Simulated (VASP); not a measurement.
All values below come from AM05 GGA, VASP's PBE PAW potentials (set 64) (plane waves; VASP 6.6.1).

VASP input:

### KPOINTS
```
Automatic
0
G
  5 5 5
0 0 0
```

### INCAR
```
! general
SYSTEM   =  BaZrO3
PREC     =  Accurate
ENCUT    =  520
LREAL    =  F
LASPH    =  T   ! aspherical one-centre terms

! electronic loop
EDIFF    =  1E-6
NELM     =  100   ! most electronic steps
ALGO     =  Normal   ! blocked Davidson
LMAXMIX  =  4

! smearing
ISMEAR   =  0   ! Gaussian
SIGMA    =  0.05

! functional
GGA      =  AM   ! AM05

! ions
IBRION   =  2   ! conjugate gradients
NSW      =  60   ! most ionic steps
ISIF     =  3   ! ions, shape and volume
EDIFFG   =  -0.02

! output
LWAVE    =  F
LCHARG   =  F
```

**POSCAR**
```
BaZrO3
1
    4.1968684552    -0.0000000000     0.0000000000
    0.0000000000     4.1968684552     0.0000000000
   -0.0000000000    -0.0000000000     4.1968684552
Ba Zr O
1 1 3
Direct
  0.0000000000   0.0000000000   0.0000000000
  0.5000000000   0.5000000000   0.5000000000
  0.5000000000   0.0000000000   0.5000000000
  0.0000000000   0.5000000000   0.5000000000
  0.5000000000   0.5000000000   0.0000000000
```

POTCAR, in this order: Ba_sv Zr_sv O (PBE.64 set). Program: vasp_std.

What VASP printed:

OSZICAR:
```
       N       E                     dE             d eps       ncg     rms          rms(c)
DAV:   1     0.325195838836E+03    0.32520E+03   -0.22643E+04   480   0.164E+03
DAV:   2    -0.279982756171E+02   -0.35319E+03   -0.34789E+03   600   0.389E+02
DAV:   3    -0.487356663855E+02   -0.20737E+02   -0.20716E+02   768   0.936E+01
DAV:   4    -0.492024015222E+02   -0.46674E+00   -0.46662E+00   672   0.115E+01
DAV:   5    -0.492116800627E+02   -0.92785E-02   -0.92782E-02   704   0.124E+00    0.303E+01
DAV:   6    -0.425195073087E+02    0.66922E+01   -0.41901E+01   600   0.415E+01    0.139E+01
DAV:   7    -0.424754078540E+02    0.44099E-01   -0.32781E+00   696   0.102E+01    0.787E+00
DAV:   8    -0.424524845069E+02    0.22923E-01   -0.33056E-01   680   0.450E+00    0.728E-01
DAV:   9    -0.424507038887E+02    0.17806E-02   -0.54496E-02   688   0.137E+00    0.457E-01
DAV:  10    -0.424519818388E+02   -0.12780E-02   -0.15538E-02   664   0.110E+00    0.230E-01
DAV:  11    -0.424516433032E+02    0.33854E-03   -0.19287E-03   624   0.391E-01    0.333E-02
DAV:  12    -0.424516945649E+02   -0.51262E-04   -0.14906E-04   640   0.930E-02    0.361E-02
DAV:  13    -0.424516967672E+02   -0.22023E-05   -0.17302E-05   712   0.315E-02    0.419E-03
DAV:  14    -0.424516975592E+02   -0.79198E-06   -0.28548E-06   496   0.129E-02
   1 F= -.42451698E+02 E0= -.42451698E+02  d E =-.424517E+02
```

### OUTCAR
```
------------------------ aborting loop because EDIFF is reached ----------------------------------------
  FORCE on cell =-STRESS in cart. coord.  units (eV):
  Direction    XX          YY          ZZ          XY          YZ          ZX
  --------------------------------------------------------------------------------------
  Total       -0.0427761     -0.0427761     -0.0427761      0.0000000      0.0000000     -0.0000000
  in kB       -0.9271191     -0.9271191     -0.9271191      0.0000000      0.0000000     -0.0000000
  external PRESSURE =      -0.9271191 kB  Pullay stress =       0.0000000 kB
  volume of cell :       73.92
      direct lattice vectors                 reciprocal lattice vectors
     4.196868455  0.000000000  0.000000000     0.238272896  0.000000000  0.000000000
     0.000000000  4.196868455  0.000000000     0.000000000  0.238272896  0.000000000
     0.000000000  0.000000000  4.196868455     0.000000000  0.000000000  0.238272896
 POSITION                                       TOTAL-FORCE (eV/Angst)
 -----------------------------------------------------------------------------------
      0.00000      0.00000      0.00000         0.000000      0.000000      0.000000
      2.09843      2.09843      2.09843         0.000000      0.000000      0.000000
      2.09843      0.00000      2.09843         0.000000      0.000000      0.000000
      0.00000      2.09843      2.09843         0.000000      0.000000      0.000000
      2.09843      2.09843      0.00000         0.000000      0.000000      0.000000
 -----------------------------------------------------------------------------------
    total drift:                                0.000000     -0.000000     -0.000000
  FREE ENERGIE OF THE ION-ELECTRON SYSTEM (eV)
  ---------------------------------------------------
  free  energy   TOTEN  =       -42.4516975592 eV

  energy  without entropy=      -42.4516975592  energy(sigma->0) =      -42.45169756

 reached required accuracy - stopping structural energy minimisation
```
(Selected blocks of OUTCAR.)

The compound is BaZrO3 in the cubic perovskite structure. It was relaxed first. The start is the result of an earlier pass.
